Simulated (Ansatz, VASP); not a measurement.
## TaN in two plane-wave programs

Aim: how closely do two programs agree when they are given the same cell, functional and k mesh? The cell is taken from a series of runs on this material, whose earlier steps may have relaxed, scaled, displaced or heated it; both programs get it as it stands.

Program: Ansatz 0.2.0. Level of theory: plane waves, with VASP 6.6.1 beside it; zone-centre phonons at PBEsol. Results are calculated unless marked as measured.

## Step 1: Set-up

Symmetry: Fm-3m, No. 225, cubic system. The conventional cell has a = 4.404 Å, b = 4.404 Å, c = 4.404 Å, α = 90.00°, β = 90.00°, γ = 90.00°. Nearest to N lie 6 Ta at 2.20 Å. Nearest to Ta lie 6 N at 2.20 Å. Farther neighbours and most contacts between anions are not listed.

## Step 2: Ansatz: zone-centre phonons, PBEsol, pair 1

Ansatz runs on its PAW soft_1 files.

Second derivatives magnify differences that forces hide, and they need a tight electronic threshold.

File input.yaml:

```yaml
crystal:
  lattice:
    - [0.0, 2.2018802017, 2.2018802017]
    - [2.2018802017, 0.0, 2.2018802017]
    - [2.2018802017, 2.2018802017, 0.0]
  atoms:
    - { symbol: "N", position: [0.0, 0.0, 0.0] }
    - { symbol: Ta, position: [0.5, 0.5, 0.5] }
kpoints:
  mp_grid: { grid: [16, 16, 16] }
hamiltonian:
  xc: pbesol
  pseudopotentials: { kind: paw, azcp: { folder: soft_1 }, xc_functional: pbe }
scf:
  occupations: { method: methfessel_paxton, width: 0.2 }
output:
  eigenvalues: true
phonons:
  method: dfpt
```

On the command line:

```
ansatz run input.yaml --threads 4 --pin off --max-ram 10240MiB --backend cpu --events-out ev --progress --plain --runs-dir out
```

Numbers of over 12 decimals in the logs are rounded to 6 here.

The log of the run:

```text
Engine: ansatz 0.2.0, x86_64-unknown-linux-gnu
Pseudopotentials: kind: paw
Pseudopotential: N, paw, valence charge 5, recommended cutoff 420 eV (normal), soft_1/N.paw.azcp
Pseudopotential: Ta, paw, valence charge 13, recommended cutoff 420 eV (normal), soft_1/Ta.paw.azcp
Functional definition: PBEsol
  exchange = pbesol_x
  correlation = pbesol_c
Crystal: 2 atoms, lattice volume = 21.351 Å³
Basis set: ecut = 420 eV, 411 PW (Γ), exchange–correlation on 48×48×48 points (8 copies of the dense FFT grid, shifted against one another)
Bands: 13, of which v1, the nominal top of the filled ones, is band 9 counted from 1 (8 counted from 0)
Symmetry: 48 space group operations
k-points: 349 of 4096 (irreducible under 8 space group operations, time reversal used)
Non-local potential: N, projectors of the file, l = 0: 2, l = 1: 2, l = 2: 1
Non-local potential: Ta, projectors of the file, l = 0: 3, l = 1: 2, l = 2: 2, l = 3: 1
PAW form: soft (Blöchl's): semilocal exchange-correlation on the pseudo side does not see the compensation charge
PAW frozen core: N, regenerated for the run's functional, and the local potential with it (the file was generated under x = pbe(κ = 0.804, μ = 0.219515), c = pbe(β = 0.066725))
PAW frozen core: Ta, regenerated for the run's functional, and the local potential with it (the file was generated under x = pbe(κ = 0.804, μ = 0.219515), c = pbe(β = 0.066725))
PAW one-centre angular grid: N, 110 points (default); XC on 64 Gauss nodes
PAW one-centre angular grid: Ta, 590 points (default); XC on 64 Gauss nodes
Initial density: superposition of atomic densities (chi_scale 0.1, normalization cell, long waves kept (reshape's long-wave potential 0.00 eV rms))
Initial wavefunctions: pseudopotential atomic-orbital guess
Functional: x = pbesol(κ = 0.804, μ = 0.123457), c = pbesol(β = 0.046)
SCF iter   1: F=—  HF=-10188.050422 eV  |F-HF|=—  |Δ(HF+E_count)|=         —  Δρ=4.64e-2  dr2=4.42e-1  ethr=3.10e-3  ⟨swp⟩=5.0  Hψ=48287  notcnv=0
automatic band count: the SCF goes on with 17 bands, as 13 were too few: the levels above may hold too much charge
preconditioner: auto → none  [metal: Δε(μ)=0.012 eV  Ē_g=15.728 eV  σ=0.200 eV  W_gap=0.05  n_scr=8 (ndim 8)  ℏωp=25.4 eV  f_vac=0.000  D(μ)=0.99/eV (n_scr^D=14)  sad-step TF]
SCF iter   2: F=—  HF=-10188.028441 eV  |F-HF|=—  |Δ(HF+E_count)|=   2.20e-2  S|Δr|=    0.00e0  Δρ=3.30e-2  dr2=2.62e-1  ethr=2.45e-3  ⟨swp⟩=1.0  Hψ=8725  notcnv=0
SCF iter   3: F=—  HF=-10187.970864 eV  |F-HF|=—  |Δ(HF+E_count)|=   5.76e-2  S|Δr|=    0.00e0  Δρ=3.01e-3  dr2=4.07e-4  ethr=1.46e-3  ⟨swp⟩=2.4  Hψ=7709  notcnv=0
SCF iter   4: F=—  HF=-10187.971140 eV  |F-HF|=—  |Δ(HF+E_count)|=   2.76e-4  S|Δr|=    0.00e0  Δρ=5.70e-4  dr2=7.72e-5  ethr=2.26e-6  ⟨swp⟩=2.5  Hψ=10012  notcnv=0  defer=271
SCF iter   5: F=—  HF=-10187.971129 eV  |F-HF|=—  |Δ(HF+E_count)|=   1.12e-5  S|Δr|=    0.00e0  Δρ=3.77e-5  dr2=1.96e-7  ethr=4.29e-7  ⟨swp⟩=1.9  Hψ=6205  notcnv=0  defer=271
SCF iter   6: F=—  HF=-10187.971128 eV  |F-HF|=—  |Δ(HF+E_count)|=   1.03e-6  S|Δr|=    0.00e0  Δρ=6.99e-6  dr2=4.49e-9  ethr=1.09e-9  ⟨swp⟩=2.1  Hψ=7945  notcnv=0  defer=311
SCF iter   7: F=—  HF=-10187.971128 eV  |F-HF|=—  |Δ(HF+E_count)|=  8.11e-10  S|Δr|=    0.00e0  Δρ=8.81e-7  dr2=5.13e-11  ethr=2.49e-11  ⟨swp⟩=2.5  Hψ=7941  notcnv=0  defer=317
SCF iter   8: F=-10187.971128 eV  HF=-10187.971128 eV  |F-HF|=3.64e-12  |Δ(HF+E_count)|=  3.64e-12  S|Δr|=    0.00e0  Δρ=6.79e-8  dr2=4.45e-13  ethr=1.00e-12  ⟨swp⟩=9.1  Hψ=25720  notcnv=0
SCF 1 converged in 8 iterations: F = -10187.971128 eV  dr2 = 4.45e-13
  greatest PAW one-centre occupation: 0.999 electrons in one spin orbital (limit 2), on the Ta atom at site 1 (counted from 0), in its partial waves of l = 0
DFPT response loops at Γ: preconditioner auto → Kerker (q_TF=auto, 2.652 Å⁻¹) (partly filled bands, converged f_vac=0.000); β = 1.00, the filter's whole step (`scf.mixing.beta` (0.50) is not read by the response loops under this deck's `scf.mixing.preconditioner`; to damp them name `kerker` or `kerker_dos`, under which they read `scf.mixing.beta`, and type it under 1.00, their step now; both keys bind the ground state too); Broyden in place of MSR1
SCF converged after 8 iterations
Stability not checked: this state was not tested for a lower state beside it, because cold or Methfessel-Paxton smearing, or corrected tetrahedra, fill the levels in a way that the test cannot read (fill_not_monotonic; see scf.lower_state_search)
Free energy (F): -10187.971128 eV
Harris-Foulkes:  -10187.971128 eV  (|F-HF|=3.64e-12)
Internal energy: -10187.968713 eV  (E = F + TS)
E sigma→0 (E₀):  -10187.970524 eV
Entropy (-TS):   -0.002415 eV (-1.208 meV/atom)
Fermi energy:    21.310519 eV
--- Per-component energies (eV) ---
  E_band       = -50.165911
  E_kinetic    = 524.121575
  E_local      = -573.438446  (includes V_loc(G=0)·N_el)
  E_nonlocal   = 26.366908
  E_hartree    = 203.997217
  E_xc         = -378.870006
  E_vxc        = -310.057322  (∫ρ·V_xc dr)
  E_paw        = -8304.569791  (= ΣΔE_a)
  E_vpaw       = -125.153986  (= ΣTr[D̂ρ^β])
  E_aug_tail   = 0.000924  (compensation charges beyond the density's cutoff)
  E_ewald      = -1685.818906
  E_core_change = 0.241812  (= ΣΔE_core)
  E_smearing   = -0.002415  (= −TS)
  E_closure    = 0.000000  (closes the sum)
  Σ components = -10187.971128   (vs F -10187.971128, Δ=0.00e0)
--- Band table (eV; the first three rows and the last of 349) ---
  k-point 0: bands = [... 5 lower, 17.5209, 17.5209, 17.5209, 19.2171, 19.2171, 19.2171, 21.3655, 21.3655, ... 4 higher]
  k-point 1: bands = [... 5 lower, 17.0086, 17.1799, 17.1799, 19.3746, 19.3746, 19.4427, 21.7576, 21.7576, ... 4 higher]
  k-point 2: bands = [... 5 lower, 15.9713, 16.4747, 16.4747, 19.7412, 19.7412, 19.7743, 22.7103, 22.7103, ... 4 higher]
  k-point 348: bands = [... 5 lower, 13.8827, 14.5595, 14.5595, 21.1356, 21.1356, 24.8991, 25.3785, 25.8021, ... 4 higher]
--- Phonons (Γ-DFPT): 2 representative perturbations + reference, on 349 of 4096 k-points (Σ response iterations 6) ---
  k mesh reduced under 8 symmetry operations, with k and −k counted as one. Each operation leaves every solved perturbation unchanged. A smaller set is not used because it would not reduce the number of displacements times k-points to solve
  ASR residual: 3.580e-5 → 0.000e0 eV/Å²; symmetrization residual: 2.843e-7 eV/Å²
  ASR residual per site (eV/Å²): 3.58e-5 8.11e-9
  Γ frequencies (cm⁻¹): 0.00 0.00 0.00 381.79 381.79 381.79
  non-analytic LO–TO correction: not included (Born effective charges unavailable; polar crystals: no LO–TO splitting at Γ)
```

The column dr2 measures how far the density is from self-consistency, as an energy; F and HF (Harris–Foulkes) agree once it is small.

## Step 3: VASP: zone-centre phonons, PBEsol, pair 1

The same cell, functional, mesh and smearing now go to VASP, with its own data sets.

Lines of VASP's logs that name or quote its potential files are left out, and so is its time.

File INCAR:

```
SYSTEM = TaN
PREC = Accurate
ENCUT = 600
EDIFF = 1E-08
NELM = 120
ISMEAR = 1
SIGMA = 0.2
LREAL = .FALSE.
ALGO = Normal
GGA = PS
NBANDS = 14
LASPH = .TRUE.
LORBIT = 11
LWAVE = .FALSE.
LCHARG = .FALSE.
ISIF = 2
IBRION = 8
GGA_COMPAT = .FALSE.
KPAR = 2
```

File POSCAR:

```
TaN
1.0
    0.0000000000      2.2018802017      2.2018802017
    2.2018802017      0.0000000000      2.2018802017
    2.2018802017      2.2018802017      0.0000000000
N Ta
1 1
Direct
    0.0000000000      0.0000000000      0.0000000000
    0.5000000000      0.5000000000      0.5000000000
```

File KPOINTS:

```
Automatic mesh
0
Gamma
16 16 16
0 0 0
```

PAW data sets: N and Ta_pv (PBE family, release 64).

On the command line:

```
mpirun -np 2 vasp_std
```

The log of the run:

```text
[banner, memory and clock lines left out]
running    2 mpi-ranks, on    1 nodes
 distrk:  each k-point on    1 cores,    2 groups
 distr:  one band on    1 cores,    1 groups

 POSCAR found type information on POSCAR N Ta
 POSCAR found :  2 types and       2 ions
|                                                                             |
|               ----> ADVICE to this user running VASP <----                  |
|                                                                             |
|     You enforced a specific xc type in the INCAR file but a different       |
|     [... a line on the potential file left out ...]
|     I HOPE YOU KNOW WHAT YOU ARE DOING!                                     |
|                                                                             |

 LDA part: xc-table for (Slater+PW92), standard interpolation
 POSCAR, INCAR and KPOINTS ok, starting setup
 FFT: planning ... GRIDC
 FFT: planning ... GRID_SOFT
 FFT: planning ... GRID
 WAVECAR not read
 entering main loop
       N       E                     dE             d eps       ncg     rms          rms(c)
DAV:   1     0.973172271506E+02    0.97317E+02   -0.96844E+03  4060   0.134E+03
DAV:   2    -0.225698247307E+02   -0.11989E+03   -0.11251E+03  5038   0.342E+02
DAV:   3    -0.259781474107E+02   -0.34083E+01   -0.33527E+01  4702   0.543E+01
DAV:   4    -0.259985814988E+02   -0.20434E-01   -0.20399E-01  4768   0.415E+00
DAV:   5    -0.259987061101E+02   -0.12461E-03   -0.12461E-03  4682   0.311E-01    0.241E+01
DAV:   6    -0.233377591331E+02    0.26609E+01   -0.57654E+00  4750   0.276E+01    0.101E+01
DAV:   7    -0.232460471644E+02    0.91712E-01   -0.38977E-01  4990   0.604E+00    0.693E+00
DAV:   8    -0.232109853257E+02    0.35062E-01   -0.14551E-01  4822   0.352E+00    0.148E+00
DAV:   9    -0.232063014443E+02    0.46839E-02   -0.14331E-02  4504   0.106E+00    0.379E-01
DAV:  10    -0.232061516681E+02    0.14978E-03   -0.53103E-04  5470   0.283E-01    0.129E-01
DAV:  11    -0.232061134223E+02    0.38246E-04   -0.70015E-05  4612   0.853E-02    0.183E-02
DAV:  12    -0.232061133822E+02    0.40105E-07   -0.35293E-06  5368   0.194E-02    0.183E-03
DAV:  13    -0.232061132622E+02    0.11997E-06   -0.11205E-07  4516   0.305E-03    0.718E-04
DAV:  14    -0.232061132527E+02    0.95295E-08   -0.47057E-09  3338   0.859E-04
   1 F= -.23206113E+02 E0= -.23205330E+02  d E =-.234909E-02
 Linear response reoptimize wavefunctions to high precision
DAV:   1    -0.232061132465E+02    0.61768E-08   -0.96030E-10  3114   0.438E-04
DAV:   2    -0.232061132465E+02   -0.26375E-10   -0.60991E-11  2492   0.738E-05
 Linear response DOF=           2
 Linear response progress:
  Degree of freedom:   1/  2
       N       E                     dE             d eps       ncg     rms          rms(c)
RMM:   1    -0.234562786741E+00   -0.23456E+00    0.15382E-01 21371   0.295E+00
RMM:   2    -0.230733405116E+00    0.38294E-02   -0.39714E-03 16524   0.506E-01    0.144E-01
RMM:   3    -0.231595670660E+00   -0.86227E-03   -0.81946E-04 14930   0.176E-01    0.742E-02
RMM:   4    -0.232882598954E+00   -0.12869E-02   -0.41058E-04 15249   0.123E-01    0.224E-02
RMM:   5    -0.232974617084E+00   -0.92018E-04   -0.20019E-05 17297   0.350E-02    0.248E-03
RMM:   6    -0.232972610254E+00    0.20068E-05   -0.19665E-06 17284   0.752E-03    0.100E-03
RMM:   7    -0.232963089891E+00    0.95204E-05   -0.17674E-07 17242   0.220E-03    0.396E-04
RMM:   8    -0.232964740497E+00   -0.16506E-05   -0.29252E-08 18077   0.804E-04    0.100E-04
RMM:   9    -0.232963365213E+00    0.13753E-05   -0.77350E-09 17635   0.305E-04    0.292E-05
RMM:  10    -0.232963302312E+00    0.62901E-07   -0.56780E-09 19844   0.906E-05    0.224E-05
RMM:  11    -0.232963280418E+00    0.21893E-07   -0.60505E-09 19038   0.247E-05    0.702E-06
RMM:  12    -0.232963303496E+00   -0.23078E-07    0.77051E-10 17887   0.101E-05    0.160E-06
RMM:  13    -0.232963304290E+00   -0.79409E-09   -0.49444E-09 12740   0.495E-06    0.155E-06
 first order change of Fermi-energy  -0.62104E-04
 force on displaced ion       1 direction 1 :  -6.999   0.000   0.000
 Linear response progress:
  Degree of freedom:   2/  2
       N       E                     dE             d eps       ncg     rms          rms(c)
RMM:   1    -0.137110765665E+00   -0.13711E+00    0.11540E+01 10301   0.246E+01
RMM:   2    -0.165829954801E+00   -0.28719E-01   -0.26771E-02 15339   0.149E+00    0.110E-01
RMM:   3    -0.165095338506E+00    0.73462E-03   -0.19804E-03 17756   0.286E-01    0.504E-02
RMM:   4    -0.164595397746E+00    0.49994E-03   -0.17195E-04 19025   0.904E-02    0.188E-02
RMM:   5    -0.164388086869E+00    0.20731E-03   -0.16346E-05 19109   0.244E-02    0.471E-03
RMM:   6    -0.164375368788E+00    0.12718E-04   -0.23762E-06 18374   0.841E-03    0.840E-04
RMM:   7    -0.164371959793E+00    0.34090E-05   -0.89265E-07 19469   0.242E-03    0.340E-04
RMM:   8    -0.164373745879E+00   -0.17861E-05    0.36909E-09 20183   0.832E-04    0.745E-05
RMM:   9    -0.164374422173E+00   -0.67629E-06    0.47544E-08 19722   0.313E-04    0.423E-05
RMM:  10    -0.164374951336E+00   -0.52916E-06   -0.27803E-08 18182   0.191E-04    0.755E-06
RMM:  11    -0.164374984187E+00   -0.32851E-07   -0.76131E-09 20670   0.867E-05    0.709E-06
RMM:  12    -0.164374962898E+00    0.21289E-07   -0.11373E-09 18816   0.462E-05    0.874E-07
RMM:  13    -0.164374971110E+00   -0.82128E-08   -0.30323E-09 18516   0.238E-05    0.716E-07
 first order change of Fermi-energy   0.31650E-03
 force on displaced ion       2 direction 1 :  -6.992   0.000   0.000
 Linear response finished
```

Parts of OUTCAR (step 3):

```text
ion  position               nearest neighbor table
   1  0.000  0.000  0.000-   2 2.20   2 2.20   2 2.20   2 2.20   2 2.20   2 2.20
   2  0.500  0.500  0.500-   1 2.20   1 2.20   1 2.20   1 2.20   1 2.20   1 2.20

  LATTYP: Found a face centered cubic cell.
 ALAT       =     4.4037604034

 Subroutine GETGRP returns: Found 48 space group operations
 (whereof 48 operations were pure point group operations)

The static configuration has the point symmetry O_h .

 Found    145 irreducible k-points:

   k-points           NKPTS =    145   k-points in BZ     NKDIM =    145   number of bands    NBANDS=     14

   dimension x,y,z NGX =    28 NGY =   28 NGZ =   28
   dimension x,y,z NGXF=    56 NGYF=   56 NGZF=   56

   ENCUT  =  600.0 eV  44.10 Ry    6.64 a.u.   6.22  6.22  6.22*2*pi/ulx,y,z

   NELECT =      16.0000    total number of electrons

 k-points in reciprocal lattice and weights: Automatic mesh
   0.00000000  0.00000000  0.00000000       0.000
   0.06250000  0.00000000  0.00000000       0.002
   0.12500000  0.00000000  0.00000000       0.002
   0.18750000  0.00000000  0.00000000       0.002
   0.25000000  0.00000000  0.00000000       0.002
   0.31250000  0.00000000  0.00000000       0.002
   0.37500000  0.00000000  0.00000000       0.002
   0.43750000  0.00000000  0.00000000       0.002
   0.50000000  0.00000000  0.00000000       0.001
[...]
-0.31250000  0.50000000  0.18750000       0.003
  -0.25000000  0.50000000  0.25000000       0.001

 average (electrostatic) potential at core
       1 -61.3849       2 -34.6641

  Total       -0.7657651     -0.7657651     -0.7657651     -0.0000000      0.0000000      0.0000000
  in kB      -57.4638962    -57.4638962    -57.4638962     -0.0000000      0.0000000      0.0000000
  external PRESSURE =     -57.4638962 kB  Pullay stress =       0.0000000 kB

  energy-cutoff  :      600.00
  volume of cell :       21.35
      direct lattice vectors                 reciprocal lattice vectors
     0.000000000  2.201880202  2.201880202    -0.227078657  0.227078657  0.227078657
     2.201880202  0.000000000  2.201880202     0.227078657 -0.227078657  0.227078657
     2.201880202  2.201880202  0.000000000     0.227078657  0.227078657 -0.227078657

 POSITION                                       TOTAL-FORCE (eV/Angst)
 -----------------------------------------------------------------------------------
      0.00000      0.00000      0.00000        -0.000000     -0.000000     -0.000000
      2.20188      2.20188      2.20188         0.000000      0.000000      0.000000
 -----------------------------------------------------------------------------------
    total drift:                                0.000000      0.000000      0.000000

 Eigenvectors and eigenvalues of the dynamical matrix
 ----------------------------------------------------

   1 f  =   11.472456 THz    72.083567 2PiTHz  382.679939 cm-1    47.446244 meV
             X         Y         Z           dx          dy          dz
      0.000000  0.000000  0.000000     0.000000   -0.963455    0.000000
      2.201880  2.201880  2.201880     0.000000    0.267869    0.000000

   2 f  =   11.472456 THz    72.083567 2PiTHz  382.679939 cm-1    47.446244 meV
             X         Y         Z           dx          dy          dz
      0.000000  0.000000  0.000000     0.963455    0.000000    0.000000
      2.201880  2.201880  2.201880    -0.267869    0.000000    0.000000

   3 f  =   11.472456 THz    72.083567 2PiTHz  382.679939 cm-1    47.446244 meV
             X         Y         Z           dx          dy          dz
      0.000000  0.000000  0.000000     0.000000   -0.000000   -0.963455
      2.201880  2.201880  2.201880     0.000000   -0.000000    0.267869

   4 f/i=    0.001442 THz     0.009059 2PiTHz    0.048095 cm-1     0.005963 meV
             X         Y         Z           dx          dy          dz
      0.000000  0.000000  0.000000    -0.152730    0.209354    0.067809
      2.201880  2.201880  2.201880    -0.549331    0.752993    0.243893

   5 f/i=    0.001442 THz     0.009059 2PiTHz    0.048095 cm-1     0.005963 meV
             X         Y         Z           dx          dy          dz
      0.000000  0.000000  0.000000    -0.096544    0.010429   -0.249649
      2.201880  2.201880  2.201880    -0.347243    0.037511   -0.897921

   6 f/i=    0.001442 THz     0.009059 2PiTHz    0.048095 cm-1     0.005963 meV
             X         Y         Z           dx          dy          dz
      0.000000  0.000000  0.000000    -0.197754   -0.166781    0.069508
      2.201880  2.201880  2.201880    -0.711269   -0.599868    0.250002

 ELASTIC MODULI CONTR FROM IONIC RELAXATION (kBar)
 Direction    XX          YY          ZZ          XY          YZ          ZX
 --------------------------------------------------------------------------------
 XX           0.0000      0.0000      0.0000      0.0000      0.0000      0.0000
 YY           0.0000      0.0000      0.0000      0.0000      0.0000      0.0000
 ZZ           0.0000      0.0000      0.0000      0.0000      0.0000      0.0000
 XY           0.0000      0.0000      0.0000      0.0000      0.0000      0.0000
 YZ           0.0000      0.0000      0.0000      0.0000      0.0000      0.0000
 ZX           0.0000      0.0000      0.0000      0.0000      0.0000      0.0000
 --------------------------------------------------------------------------------
```

Energies printed during the response cycles are not total energies of the cell.

## Step 4: Comparison

Known differences besides the potentials themselves: the data sets hold 18 valence electrons in Ansatz (on its PAW soft_1 files) and 16 in VASP; the cutoff is 420 eV in Ansatz and 600 eV in VASP; Ansatz makes its cores anew for this functional, VASP keeps those of its PBE data sets. Total energies have different zeros and are not compared.

Both answers:

```
                  quantity  Ansatz   VASP  difference
optical mode 1 to 3 (cm⁻¹)   381.8  382.7     -0.23 %
```

Modes are paired by rising frequency, not by their patterns, so a pair may set unlike modes beside each other; they are those without the splitting of longitudinal modes.

[end of part 1 of 2]

[Lines on the potential files, build, host, timing and source positions are cut from VASP's logs without a mark.]

[Logs are printed without paths, hosts, clocks, repeated set-up lines and the standing remarks that a program may print on its own settings, such as how far it seeks lower states.]

[Hosts, paths, dates, database ids (printed as entryN), source tags and the programs' standing remarks are cut or masked in the printed files.]
